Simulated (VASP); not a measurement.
Output of a VASP run:

**OSZICAR**
```
       N       E                     dE             d eps       ncg     rms          rms(c)
DAV:   1     0.562273888513E+02    0.56227E+02   -0.78629E+03  4478   0.138E+03
DAV:   2    -0.304331071482E+02   -0.86660E+02   -0.81373E+02  4581   0.253E+02
DAV:   3    -0.344345210644E+02   -0.40014E+01   -0.38982E+01  5742   0.624E+01
DAV:   4    -0.345069639428E+02   -0.72443E-01   -0.72350E-01  5294   0.788E+00
DAV:   5    -0.345088703362E+02   -0.19064E-02   -0.19061E-02  5795   0.137E+00    0.164E+01
DAV:   6    -0.361501306779E+02   -0.16413E+01   -0.49799E+01  4802   0.180E+02    0.237E+01
DAV:   7    -0.305716401383E+02    0.55785E+01   -0.13395E+01  5334   0.110E+02    0.476E+00
DAV:   8    -0.305304475996E+02    0.41193E-01   -0.21776E+00  6445   0.281E+01    0.360E+00
DAV:   9    -0.304725459834E+02    0.57902E-01   -0.23734E-01  5562   0.111E+01    0.578E-01
DAV:  10    -0.304917861206E+02   -0.19240E-01   -0.29772E-02  5974   0.309E+00    0.488E-01
DAV:  11    -0.304873247873E+02    0.44613E-02   -0.36569E-02  5481   0.497E+00    0.587E-01
DAV:  12    -0.304903745150E+02   -0.30497E-02   -0.18451E-02  5200   0.352E+00    0.621E-02
DAV:  13    -0.304904477586E+02   -0.73244E-04   -0.52912E-04  5312   0.445E-01    0.188E-02
DAV:  14    -0.304904338486E+02    0.13910E-04   -0.25925E-05  6433   0.684E-02    0.125E-02
DAV:  15    -0.304904527483E+02   -0.18900E-04   -0.18364E-05  5677   0.951E-02    0.111E-02
DAV:  16    -0.304904343253E+02    0.18423E-04   -0.53990E-06  5185   0.410E-02    0.376E-03
DAV:  17    -0.304904372034E+02   -0.28782E-05   -0.48812E-07  5226   0.121E-02    0.152E-03
DAV:  18    -0.304904358797E+02    0.13238E-05   -0.59380E-08  2993   0.496E-03    0.518E-04
DAV:  19    -0.304904374050E+02   -0.15253E-05   -0.38229E-08  2873   0.242E-03    0.197E-04
DAV:  20    -0.304904370330E+02    0.37198E-06   -0.59835E-09  2753   0.109E-03    0.200E-04
DAV:  21    -0.304904372682E+02   -0.23514E-06   -0.10508E-09  2638   0.392E-04    0.152E-04
DAV:  22    -0.304904372301E+02    0.38104E-07   -0.48719E-10  2568   0.268E-04
   1 F= -.30490437E+02 E0= -.30490070E+02  d E =-.110106E-02
```

File OUTCAR:
```
------------------------ aborting loop because EDIFF is reached ----------------------------------------
  FORCE on cell =-STRESS in cart. coord.  units (eV):
  Direction    XX          YY          ZZ          XY          YZ          ZX
  --------------------------------------------------------------------------------------
  Total        0.2014022      0.1330667      0.1330667      0.0000000      0.7551710      0.0000000
  in kB        8.2677018      5.4624821      5.4624821      0.0000000     31.0002974      0.0000000
  external PRESSURE =       6.3975553 kB  Pullay stress =       0.0000000 kB
  volume of cell :       39.03
      direct lattice vectors                 reciprocal lattice vectors
     0.000000000  2.692278686  2.692278686    -0.185716287  0.185716287  0.185716287
     2.692278686  0.000000000  2.692278686     0.185716287 -0.185716287  0.185716287
     2.692278686  2.692278686  0.000000000     0.185716287  0.185716287 -0.185716287
 POSITION                                       TOTAL-FORCE (eV/Angst)
 -----------------------------------------------------------------------------------
      1.34614      1.34614      1.34614         0.317407     -0.000000     -0.000000
      4.13842      4.03842      4.03842        -0.846348      0.000000      0.000000
      0.00000      0.00000      0.00000         0.528940     -0.000000     -0.000000
 -----------------------------------------------------------------------------------
    total drift:                               -0.000037      0.000034      0.000034
  FREE ENERGIE OF THE ION-ELECTRON SYSTEM (eV)
  ---------------------------------------------------
  free  energy   TOTEN  =       -30.4904372301 eV

  energy  without entropy=      -30.4893361717  energy(sigma->0) =      -30.49007021
```
(Selected blocks of OUTCAR.)

POSCAR:
```
NiSi2
1
   -0.0000000000     2.6922786862     2.6922786862
    2.6922786862     0.0000000000     2.6922786862
    2.6922786862     2.6922786862    -0.0000000000
Si Ni
2 1
Direct
  0.2500000000   0.2500000000   0.2500000000
  0.7314283713   0.7685716287   0.7685716287
  0.0000000000   0.0000000000   0.0000000000
```

Task: Write an INCAR and KPOINTS that could have produced this output.

Result: This is not unique; one that fits is the input of the run itself, r2SCAN meta-GGA, plane waves, VASP's PBE PAW potentials (set 64).

**INCAR**
```
# general
SYSTEM  = NiSi2
PREC    = Accurate
ENCUT   = 480
LREAL   = .FALSE.
LASPH   = .TRUE.

# electronic loop
EDIFF   = 1E-7
NELM    = 100
ALGO    = Normal
LMAXMIX = 4
LMIXTAU = .TRUE.

# smearing
ISMEAR  = 1
SIGMA   = 0.1

# functional
METAGGA = R2SCAN

# ions
ISIF    = 2

# output
LWAVE   = .FALSE.
LCHARG  = .FALSE.
```

File KPOINTS:
```
K-points
0
G
10 10 10
0 0 0
```

POTCAR, in this order: Si Ni (PBE.64 set). Program: vasp_std.

The compound is NiSi2 in the fluorite structure. This cell was strained or had an atom moved on purpose. The run is not spin-polarised, so no magnetic state was tried.
